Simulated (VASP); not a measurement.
PbSe (rock salt):

```
PbSe
1.0
    0.00000     3.06000     3.06000
    3.06000     0.00000     3.06000
    3.06000     3.06000     0.00000
Pb Se
1 1
Direct
  0.00000   0.00000   0.00000
  0.50000   0.50000   0.50000
```

The highest filled band near L, direction along the valley's axis, from mBJ (TB09) with spin-orbit coupling in VASP (PAW); its two spin partners are averaged. The gap over the points computed is 0.37 eV, and the next band on that side lies 1.60 eV away at the edge.

Run with 400 eV cut-off, 8×8×8 Γ-centred mesh, Gaussian smearing of 0.050 eV, potentials Pb_d Se.

```csv
distance from the edge in k (1/Å),distance in energy (meV)
0.018,6.2
0.025,11.8
0.035,22.5
0.050,42.9
0.070,77.5
```

Problem. Fit E(1 + αE) = ħ²k²/2m* (ħ²/2m0 = 3.810 eV Å²) and predict the row at 0.095 1/Å.

Solution. Least squares on the energies gives the hole mass m* = 0.196 m0 and α = 2.97 per eV, and so 127.3 meV. The run gave 127.7 meV, +0.4 meV from the fit.

Left out are points under 3 meV from the edge, since the levels carry 0.1 meV, and points farther than half the way to the next band.

The compound is PbSe in the rock salt structure. The cell was not relaxed at this level.
